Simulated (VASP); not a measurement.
All values below come from PBE GGA with D4 dispersion, VASP's PBE PAW potentials (set 64) (plane waves; VASP).

A VASP calculation is set up with these files.

POSCAR:
```
NaF
2.3357720
  0.0000000000   0.9999998115   0.9999998115
  0.9999998115   0.0000000000   0.9999998115
  0.9999998115   0.9999998115   0.0000000000
Na F
1 1
Cartesian
  0.0000000000   0.0000000000   0.0000000000
  0.9999998115   0.9999998115   0.9999998115
```

INCAR:
```
ALGO  =  Normal   # blocked Davidson
GGA  =  PE   # PBE
PREC  =  Accurate
EDIFF  =  1E-7   # SCF stop (eV)
ICHARG  =  11
SYSTEM  =  NaF
NELM  =  100   # most electronic steps
IVDW  =  13
LWAVE  =  .FALSE.
LREAL  =  .FALSE.   # projection in real space or not
LASPH  =  .TRUE.
LCHARG  =  .FALSE.
ENCUT  =  520   # plane-wave cut-off (eV)
ISMEAR  =  0   # Gaussian
SIGMA  =  0.05   # width (eV)
LORBIT  =  11   # lm-projected
```

KPOINTS:
```
k-points along high-symmetry lines
15
Line-mode
Reciprocal
  0.000000   0.000000   0.000000 ! GAMMA
  0.500000   0.000000   0.500000 ! X

  0.500000   0.000000   0.500000 ! X
  0.625000   0.250000   0.625000 ! U

  0.375000   0.375000   0.750000 ! K
  0.000000   0.000000   0.000000 ! GAMMA

  0.000000   0.000000   0.000000 ! GAMMA
  0.500000   0.500000   0.500000 ! L

  0.500000   0.500000   0.500000 ! L
  0.500000   0.250000   0.750000 ! W

  0.500000   0.250000   0.750000 ! W
  0.500000   0.000000   0.500000 ! X
```

POTCAR, in this order: Na_pv F (PBE.64 set). Program: vasp_std. Read from the step before: CHGCAR.

The run wrote:

File OUTCAR:
```
 ion  position               nearest neighbor table
   1  0.000  0.000  0.000-   2 2.34   2 2.34   2 2.34   2 2.34   2 2.34   2 2.34
   2  0.500  0.500  0.500-   1 2.34   1 2.34   1 2.34   1 2.34   1 2.34   1 2.34
  LATTYP: Found a face centered cubic cell.
 ALAT       =     4.6715431192
 Subroutine PRICEL returns:
 Original cell was already a primitive cell.
 Subroutine GETGRP returns: Found 48 space group operations
The static configuration has the point symmetry O_h .
The dynamic configuration has the point symmetry O_h .
 Subroutine INISYM returns: Found 48 space group operations
   k-points           NKPTS =     90   k-points in BZ     NKDIM =     90   number of bands    NBANDS=     11
   number of dos      NEDOS =    301   number of ions     NIONS =      2
   total plane-waves  NPLWV =  21952
   dimension x,y,z NGX =    28 NGY =   28 NGZ =   28
   dimension x,y,z NGXF=    56 NGYF=   56 NGZF=   56
   ions per type =               1   1
   PREC   = accura    normal or accurate (medium, high low for compatibility)
   ISTART =      0    job   : 0-new  1-cont  2-samecut
   ICHARG =     11    charge: 1-file 2-atom 10-const
   ISPIN  =      1    spin polarized calculation?
   LNONCOLLINEAR =      F non collinear calculations
   LSORBIT =      F    spin-orbit coupling
   INIWAV =      1    electr: 0-lowe 1-rand  2-diag
   ENCUT  =  520.0 eV  38.22 Ry    6.18 a.u.   6.14  6.14  6.14*2*pi/ulx,y,z
   NELM   =    100;   NELMIN=  2; NELMDL= -5     # of ELM steps
   EDIFF  = 0.1E-06   stopping-criterion for ELM
   LREAL  =      F    real-space projection
   NLSPLINE    = F    spline interpolate recip. space projectors
   LMAXMIX     =    2 max onsite mixed and CHGCAR
   VOSKOWN=      0    Vosko Wilk Nusair interpolation
   EDIFFG = 0.1E-05   stopping-criterion for IOM
   NSW    =      0    number of steps for IOM
   NBLOCK =      1;   KBLOCK =      1    inner block; outer block
   IBRION =     -1    ionic relax: 0-MD 1-quasi-New 2-CG
   NFREE  =      0    steps in history (QN), initial steepest desc. (CG)
   ISIF   =      2    stress and relaxation
   ISYM   =      2    0-nonsym 1-usesym 2-fastsym
   TEIN   =    0.0    initial temperature
   TEBEG  =    0.0;   TEEND  =   0.0 temperature during run
...
```

OSZICAR:
```
       N       E                     dE             d eps       ncg     rms          rms(c)
DAV:   1     0.108888549114E+03    0.10889E+03   -0.82335E+03  2010   0.156E+03
DAV:   2    -0.191904406801E+01   -0.11081E+03   -0.10322E+03  2149   0.369E+02
DAV:   3    -0.815800807002E+01   -0.62390E+01   -0.62114E+01  2292   0.864E+01
DAV:   4    -0.822412735706E+01   -0.66119E-01   -0.66105E-01  2185   0.969E+00
DAV:   5    -0.822478543994E+01   -0.65808E-03   -0.65807E-03  2213   0.997E-01
DAV:   6    -0.822479655808E+01   -0.11118E-04   -0.11118E-04  2208   0.130E-01
DAV:   7    -0.822479679669E+01   -0.23862E-06   -0.23862E-06  2251   0.184E-02
DAV:   8    -0.822479680215E+01   -0.54540E-08   -0.54312E-08  1688   0.282E-03
   1 F= -.83255971E+01 E0= -.83255971E+01  d E =-.393914E-22
```

OUTCAR:
```
 val. band max:       -2.1874706783   @ k =   0.0000   0.0000   0.0000

 cond. band min:       3.9829692039   @ k =   0.0000   0.0000   0.0000



 k-point     1 :       0.0000    0.0000    0.0000
  band No.  band energies     occupation
      1     -21.3215      2.00000
      2     -21.2073      2.00000
      3     -21.2073      2.00000
      4     -21.2073      2.00000
      5      -2.1875      2.00000
      6      -2.1875      2.00000
      7      -2.1875      2.00000
      8       3.9830      0.00000
      9      16.6152      0.00000
     10      16.6152      0.00000
     11      16.6152      0.00000

 k-point     2 :       0.0357    0.0000    0.0357
  band No.  band energies     occupation
      1     -21.3766      2.00000
      2     -21.2079      2.00000
      3     -21.2079      2.00000
      4     -21.1489      2.00000
      5      -2.2193      2.00000
      6      -2.1929      2.00000
      7      -2.1929      2.00000
      8       4.0451      0.00000
      9      16.3403      0.00000
     10      16.6247      0.00000
     11      16.6247      0.00000

 k-point     3 :       0.0714    0.0000    0.0714
  band No.  band energies     occupation
      1     -21.4594      2.00000
      2     -21.2097      2.00000
      3     -21.2097      2.00000
      4     -21.0577      2.00000
      5      -2.3090      2.00000
      6      -2.2090      2.00000
      7      -2.2089      2.00000
      8       4.2260      0.00000
      9      15.7430      0.00000
     10      16.6523      0.00000
     11      16.6524      0.00000

 k-point     4 :       0.1071    0.0000    0.1071
  band No.  band energies     occupation
      1     -21.5350      2.00000
      2     -21.2125      2.00000
      3     -21.2125      2.00000
      4     -20.9689      2.00000
      5      -2.4420      2.00000
      6      -2.2345      2.00000
      7      -2.2345      2.00000
      8       4.5120      0.00000
      9      15.0671      0.00000
     10      16.6960      0.00000
...
```

The density is held fixed in this step, so its total energy and stress have no physical meaning.

The compound is NaF in the rock salt structure. It was relaxed first.
